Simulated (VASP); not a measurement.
VASP runs on TlCl (space group Pm-3m) share one base input (PBE GGA, plane waves, VASP's PBE PAW potentials (set 64)) and change the settings named in each case.

**KPOINTS**
```
kpoints
0
Gamma
 7 7 7
0 0 0
```

**POSCAR**
```
TlCl
3.840
  1.0000000000   0.0000000000   0.0000000000
  0.0000000000   1.0000000000   0.0000000000
  0.0000000000   0.0000000000   1.0000000000
Tl Cl
1 1
Cartesian
  0.0000000000   0.0000000000   0.0000000000
  0.5000000000   0.5000000000   0.5000000000
```

INCAR:
```
SYSTEM = TlCl
PREC = Accurate; ENCUT = 300; LREAL = F
LASPH = T
EDIFF = 1E-6; NELM = 100; ALGO = Normal
LMAXMIX = 4
ISMEAR = -1; SIGMA = 0.02
GGA = PE
ISIF = 2
LWAVE = F; LCHARG = F
```

POTCAR, in this order: Tl_d Cl (PBE.64 set). Program: vasp_std.

```csv
change,E(σ→0) (eV/atom),pressure (GPa)
base run,-3.0043,0.67
"GGA removed, POTCAR Tl_d Cl (LDA.64 set)",-3.4698,-3.69
"GGA_COMPAT = .FALSE., LNONCOLLINEAR = .TRUE., LSORBIT = .TRUE., MAGMOM = 0.0 0.0 0.0 0.0 0.0 0.0, program vasp_ncl",-3.0939,___
KPOINTS 3×3×3 Γ-centred mesh,-3.0017,0.56
```

### Question
Fill in the missing entries.

### Answer

- GGA_COMPAT = .FALSE., LNONCOLLINEAR = .TRUE., LSORBIT = .TRUE., MAGMOM = 0.0 0.0 0.0 0.0 0.0 0.0, program vasp_ncl, pressure (GPa): 0.52

Energies of different potentials or functionals have different zeros.  Unless said otherwise, spin-orbit coupling is left out, though it shifts the bands of the heavy elements here. At 300 eV the pressure can carry a Pulay error.

Left out are runs that ran out of time, are held back, or changed the cell or the kind of run, fixed moments of cells without a moment, rows past the twelfth, gaps on odd meshes, pressures of charged cells and columns that move by less than the noise.

The structure is a typed TlCl crystal (Pm-3m). The cell was not relaxed at this level.
